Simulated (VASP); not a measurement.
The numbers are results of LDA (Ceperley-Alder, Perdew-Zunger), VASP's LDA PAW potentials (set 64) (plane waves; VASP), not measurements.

VASP ran on this input.

### INCAR
```
SYSTEM = Ru
PREC = Accurate
ENCUT = 500
EDIFF = 1E-6
NELM = 100
ALGO = Normal
LREAL = .FALSE.
LASPH = .TRUE.
ISMEAR = 1
SIGMA = 0.1
LMAXMIX = 4
LWAVE = .FALSE.
LCHARG = .FALSE.
IBRION = 2
ISIF = 3
NSW = 40
EDIFFG = -0.02
```

KPOINTS:
```
Automatic mesh
0
Gamma
16 16 9
0 0 0
```

### POSCAR
```
Ru
1.0
  1.3395024575  -2.3200864636   0.0000000000
  1.3395024575   2.3200864636   0.0000000000
  0.0000000000   0.0000000000   4.2222874706
Ru
2
direct
  0.3333330000   0.6666670000   0.2500000000
  0.6666670000   0.3333330000   0.7500000000
```

POTCAR, in this order: Ru_pv (LDA.64 set). Program: vasp_std.

The run wrote:

### OSZICAR
```
       N       E                     dE             d eps       ncg     rms          rms(c)
DAV:   1     0.277870583134E+03    0.27787E+03   -0.17593E+04  5400   0.169E+03
DAV:   2    -0.161209851684E+02   -0.29399E+03   -0.28799E+03  5716   0.492E+02
DAV:   3    -0.227878344408E+02   -0.66668E+01   -0.65057E+01  5642   0.796E+01
DAV:   4    -0.228544985910E+02   -0.66664E-01   -0.66579E-01  6724   0.708E+00
DAV:   5    -0.228554641900E+02   -0.96560E-03   -0.96556E-03  5860   0.750E-01    0.200E+01
DAV:   6    -0.215117094671E+02    0.13438E+01   -0.35108E+00  5468   0.195E+01    0.537E+00
DAV:   7    -0.214065913544E+02    0.10512E+00   -0.29164E-01  5576   0.497E+00    0.121E+00
DAV:   8    -0.213946413168E+02    0.11950E-01   -0.91626E-03  5522   0.121E+00    0.250E-01
DAV:   9    -0.213943280470E+02    0.31327E-03   -0.63511E-04  6872   0.283E-01    0.306E-02
DAV:  10    -0.213943521593E+02   -0.24112E-04   -0.15628E-05  5914   0.377E-02    0.643E-03
DAV:  11    -0.213943520256E+02    0.13367E-06   -0.57662E-07  3152   0.736E-03
   1 F= -.21394352E+02 E0= -.21394560E+02  d E =-.213944E+02
       N       E                     dE             d eps       ncg     rms          rms(c)
DAV:   1    -0.213949556346E+02   -0.60348E-03   -0.19585E-02  5456   0.140E+00    0.188E-01
DAV:   2    -0.213943960436E+02    0.55959E-03   -0.11871E-03  5480   0.365E-01    0.542E-02
DAV:   3    -0.213943274286E+02    0.68615E-04   -0.19315E-04  5940   0.117E-01    0.192E-02
DAV:   4    -0.213943266084E+02    0.82020E-06   -0.16140E-05  7818   0.321E-02    0.682E-03
DAV:   5    -0.213943269396E+02   -0.33117E-06   -0.14053E-06  3070   0.115E-02
   2 F= -.21394327E+02 E0= -.21394540E+02  d E =0.250860E-04
       N       E                     dE             d eps       ncg     rms          rms(c)
DAV:   1    -0.213946406003E+02   -0.31399E-03   -0.87216E-03  5452   0.936E-01    0.125E-01
DAV:   2    -0.213943898312E+02    0.25077E-03   -0.53362E-04  5466   0.244E-01    0.362E-02
DAV:   3    -0.213943593674E+02    0.30464E-04   -0.85797E-05  5942   0.779E-02    0.128E-02
DAV:   4    -0.213943590505E+02    0.31690E-06   -0.71445E-06  7032   0.214E-02
   3 F= -.21394359E+02 E0= -.21394569E+02  d E =-.702489E-05
```

**OUTCAR**
```
------------------------ aborting loop because EDIFF is reached ----------------------------------------
  FORCE on cell =-STRESS in cart. coord.  units (eV):
  Direction    XX          YY          ZZ          XY          YZ          ZX
  --------------------------------------------------------------------------------------
  Total        0.0210727      0.0210727      0.0170845      0.0000000      0.0000000      0.0000000
  in kB        1.2868366      1.2868367      1.0432910      0.0000000      0.0000000      0.0000000
  external PRESSURE =       1.2056548 kB  Pullay stress =       0.0000000 kB
  volume of cell :       26.24
      direct lattice vectors                 reciprocal lattice vectors
     1.339563974 -2.320193014 -0.000000000     0.373255783 -0.215499313 -0.000000000
     1.339563974  2.320193014 -0.000000000     0.373255783  0.215499313 -0.000000000
     0.000000000  0.000000000  4.220747964     0.000000000  0.000000000  0.236924831
 POSITION                                       TOTAL-FORCE (eV/Angst)
 -----------------------------------------------------------------------------------
      1.33956      0.77340      1.05519         0.000000     -0.000000      0.000000
      1.33956     -0.77340      3.16556        -0.000000      0.000000      0.000000
 -----------------------------------------------------------------------------------
    total drift:                               -0.000000      0.000496     -0.000045
  FREE ENERGIE OF THE ION-ELECTRON SYSTEM (eV)
  ---------------------------------------------------
  free  energy   TOTEN  =       -21.3943590505 eV

  energy  without entropy=      -21.3949892346  energy(sigma->0) =      -21.39456911

 reached required accuracy - stopping structural energy minimisation
```
(Selected blocks of OUTCAR.)

**CONTCAR**
```
Ru
   1.00000000000000
     1.3395639741852350   -2.3201930136450541   -0.0000000000000000
     1.3395639741852350    2.3201930136450541   -0.0000000000000000
     0.0000000000000000    0.0000000000000000    4.2207479641164243
  Ru
     2
Direct
     0.3333330000000032    0.6666669999999968    0.2500000000000000
     0.6666669999999968    0.3333330000000032    0.7500000000000000
```

The compound is Ru in the hcp structure. This run relaxes it. Symmetry was kept, so distortions that lower it aren't found.
